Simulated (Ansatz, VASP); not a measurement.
# Cross-check of NiPS3 between VASP and Ansatz, part 2 of 3

Wanted: the spread between two codes on one cell, functional and k mesh.  The cell comes out of the VASP series on this material, whose earlier steps may have relaxed, scaled or displaced it; both programs get it as it stands.

VASP 6.6.1 and Ansatz 0.2.0.

So far: The structure; Ansatz: zone-centre phonons, PBEsol with D3(BJ), DFT+U.

### 3. VASP: zone-centre phonons, PBEsol with D3(BJ), DFT+U

Level of this step: PBEsol with D3(BJ), DFT+U (Ni d 4 eV), spin-polarised from a ferromagnetic start; plane waves and PAW (Ni, P, S) (VASP).

The same cell, functional, mesh and smearing now go to VASP, with its own data sets and cutoff.

Lines of VASP's logs that name or quote its potential files are left out, and so is its time.

INCAR

```
SYSTEM = NiPS3
PREC = Accurate
ENCUT = 400
EDIFF = 1E-08
NELM = 100
ISMEAR = 0
SIGMA = 0.05
LREAL = .FALSE.
ALGO = Normal
GGA = PS
IVDW = 12
NBANDS = 48
ISPIN = 2
MAGMOM = 1.386 1.386 0.011 0.011 0.117 0.117 0.118 0.118 0.117 0.117
LDAU = .TRUE.
LDAUTYPE = 2
LDAUL = 2 -1 -1
LDAUU = 4 0 0
LDAUJ = 0 0 0
LDAUPRINT = 1
LASPH = .TRUE.
LMAXMIX = 4
LORBIT = 11
LWAVE = .FALSE.
LCHARG = .FALSE.
KPAR = 8
IBRION = 6
NFREE = 2
POTIM = 0.015
ISIF = 2
NSW = 1
```

POSCAR

```
NiPS3
1.0
    2.8453685117     -4.9274063085     -0.0028775339
    2.8453685117      4.9274063085     -0.0028775339
   -1.8902062692      0.0000000000      6.0093561760
Ni P S
2 2 6
Direct
    0.3329366591      0.6670633409      0.0000000000
    0.6670633409      0.3329366591      0.0000000000
    0.0613380312      0.0613380312      0.1794464306
    0.9386619688      0.9386619688      0.8205535694
    0.0846527377      0.4343018922      0.2524713708
    0.5656981078      0.9153472623      0.7475286292
    0.2642063195      0.2642063195      0.7472822922
    0.7357936805      0.7357936805      0.2527177078
    0.4343018922      0.0846527377      0.2524713708
    0.9153472623      0.5656981078      0.7475286292
```

KPOINTS

```
Automatic mesh
0
Gamma
5 5 4
0 0 0
```

PAW data sets: Ni, P and S (PBE family, release 64).

Run with:

```bash
> mpirun -np 8 vasp_std
```

Output:

```text
[banner, memory and clock lines left out]
running    8 mpi-ranks, on    1 nodes
 distrk:  each k-point on    1 cores,    8 groups
 distr:  one band on    1 cores,    1 groups

 POSCAR found type information on POSCAR NiP S
 POSCAR found :  3 types and      10 ions
|                                                                             |
|           W    W    AA    RRRRR   N    N  II  N    N   GGGG   !!!           |
|           W    W   A  A   R    R  NN   N  II  NN   N  G    G  !!!           |
|           W    W  A    A  R    R  N N  N  II  N N  N  G       !!!           |
|           W WW W  AAAAAA  RRRRR   N  N N  II  N  N N  G  GGG   !            |
|           WW  WW  A    A  R   R   N   NN  II  N   NN  G    G                |
|           W    W  A    A  R    R  N    N  II  N    N   GGGG   !!!           |
|                                                                             |
|     For optimal performance we recommend to set                             |
|       NCORE = 2 up to number-of-cores-per-socket                            |
|     NCORE specifies how many cores store one orbital (NPAR=cpu/NCORE).      |
|     This setting can greatly improve the performance of VASP for DFT.       |
|     The default, NCORE=1 might be grossly inefficient on modern             |
|     multi-core architectures or massively parallel machines. Do your        |
|     Unfortunately you need to use the default for GW and RPA                |
|     calculations (for HF NCORE is supported but not extensively tested      |
|     yet).                                                                   |
|                                                                             |

|                                                                             |
|               ----> ADVICE to this user running VASP <----                  |
|                                                                             |
|     You enforced a specific xc type in the INCAR file but a different       |
|     [... a line on the potential file left out ...]
|     I HOPE YOU KNOW WHAT YOU ARE DOING!                                     |
|                                                                             |

 LDA part: xc-table for (Slater+PW92), standard interpolation
 POSCAR, INCAR and KPOINTS ok, starting setup
 FFT: planning ... GRIDC
 FFT: planning ... GRID_SOFT
 FFT: planning ... GRID
 WAVECAR not read
 entering main loop
       N       E                     dE             d eps       ncg     rms          rms(c)
DAV:   1     0.445441320818E+03    0.44544E+03   -0.23552E+04  6336   0.109E+03
DAV:   2     0.566521776244E+01   -0.43978E+03   -0.41128E+03  6736   0.279E+02
DAV:   3    -0.476313323487E+02   -0.53297E+02   -0.51208E+02  7824   0.108E+02
DAV:   4    -0.495626061908E+02   -0.19313E+01   -0.19182E+01  7800   0.221E+01
DAV:   5    -0.496242603353E+02   -0.61654E-01   -0.61624E-01  8224   0.396E+00    0.305E+01
DAV:   6    -0.499397497316E+02   -0.31549E+00   -0.29448E+01  8008   0.851E+01    0.276E+01
DAV:   7    -0.488323989269E+02    0.11074E+01   -0.10329E+01  7776   0.613E+01    0.139E+01
DAV:   8    -0.493626903754E+02   -0.53029E+00   -0.19234E+00  9008   0.101E+01    0.723E+00
DAV:   9    -0.491493815141E+02    0.21331E+00   -0.68081E-01  8200   0.173E+01    0.150E+00
DAV:  10    -0.491675329861E+02   -0.18151E-01   -0.22023E-01  9664   0.384E+00    0.801E-01
DAV:  11    -0.491707389567E+02   -0.32060E-02   -0.31889E-02  8424   0.162E+00    0.446E-01
DAV:  12    -0.491707593716E+02   -0.20415E-04   -0.38893E-03  8600   0.986E-01    0.177E-01
DAV:  13    -0.491709553310E+02   -0.19596E-03   -0.96648E-04  8976   0.189E-01    0.105E-01
DAV:  14    -0.491710423871E+02   -0.87056E-04   -0.13857E-04  8464   0.856E-02    0.643E-02
DAV:  15    -0.491710874164E+02   -0.45029E-04   -0.82092E-05  8544   0.197E-01    0.165E-02
DAV:  16    -0.491710944486E+02   -0.70322E-05   -0.42980E-05  7880   0.331E-02    0.868E-03
DAV:  17    -0.491710952248E+02   -0.77618E-06   -0.20845E-06  8544   0.863E-03    0.458E-03
DAV:  18    -0.491710956050E+02   -0.38024E-06   -0.44621E-07  9504   0.836E-03    0.247E-03
DAV:  19    -0.491710956546E+02   -0.49530E-07   -0.17777E-07  8344   0.503E-03    0.998E-04
DAV:  20    -0.491710956471E+02    0.75024E-08   -0.21551E-08  5888   0.119E-03
   1 F= -.52088505E+02 E0= -.52088505E+02  d E =-.514082E-15  mag=     4.0000
[...]
20 F= -.52086618E+02 E0= -.52086618E+02  d E =-.140610E-17  mag=     4.0000
[...]
21 F= -.52086706E+02 E0= -.52086706E+02  d E =-.119971E-12  mag=     4.0000
[...]
22 F= -.52087824E+02 E0= -.52087824E+02  d E =-.502029E-15  mag=     4.0000
[...]
23 F= -.52087824E+02 E0= -.52087824E+02  d E =-.501855E-15  mag=     4.0000
[...]
24 F= -.52087701E+02 E0= -.52087701E+02  d E =-.116464E-16  mag=     4.0000
 Finite differences progress:
  Degree of freedom:  12/ 12
  Displacement:        1/  2
  Total:              23/ 24
 bond charge predicted
       N       E                     dE             d eps       ncg     rms          rms(c)
DAV:   1    -0.491663195699E+02    0.42176E-02   -0.87587E-01  6336   0.302E+00    0.417E-01
DAV:   2    -0.491701788986E+02   -0.38593E-02   -0.43857E-02  7824   0.980E-01    0.222E-01
DAV:   3    -0.491701693903E+02    0.95084E-05   -0.88250E-04  7824   0.175E-01    0.131E-01
DAV:   4    -0.491701336740E+02    0.35716E-04   -0.65589E-05  8024   0.474E-02    0.887E-02
DAV:   5    -0.491701242704E+02    0.94036E-05   -0.11419E-04  8448   0.561E-02    0.240E-02
DAV:   6    -0.491701255416E+02   -0.12712E-05   -0.22096E-05  7624   0.259E-02    0.160E-02
DAV:   7    -0.491701258192E+02   -0.27761E-06   -0.23643E-06  8776   0.976E-03    0.112E-02
DAV:   8    -0.491701261863E+02   -0.36710E-06   -0.66535E-07  8864   0.562E-03    0.615E-03
DAV:   9    -0.491701266285E+02   -0.44214E-06   -0.63352E-07  9712   0.858E-03    0.291E-03
DAV:  10    -0.491701268440E+02   -0.21548E-06   -0.25659E-07  9216   0.544E-03    0.146E-03
DAV:  11    -0.491701269914E+02   -0.14746E-06   -0.11824E-07  7560   0.411E-03    0.954E-04
DAV:  12    -0.491701270925E+02   -0.10109E-06   -0.17088E-07  7960   0.377E-03    0.760E-04
DAV:  13    -0.491701271133E+02   -0.20782E-07   -0.39614E-08  6104   0.141E-03    0.460E-04
DAV:  14    -0.491701271201E+02   -0.68158E-08   -0.13094E-08  4368   0.134E-03
  25 F= -.52087787E+02 E0= -.52087787E+02  d E =-.169242E-13  mag=     4.0000
 Finite differences progress:
  Degree of freedom:  12/ 12
  Displacement:        2/  2
  Total:              24/ 24
```

[end of part 2 of 3]

[Lines on the potential files, build, host, timing and source positions are cut from VASP's logs without a mark.]

[Logs are printed without paths, hosts, clocks, repeated set-up lines and the standing remarks that a program may print on its own settings, such as how far it seeks lower states.]

[Hosts, paths, dates, database ids (printed as entryN), source tags and the programs' standing remarks are cut or masked in the printed files.]
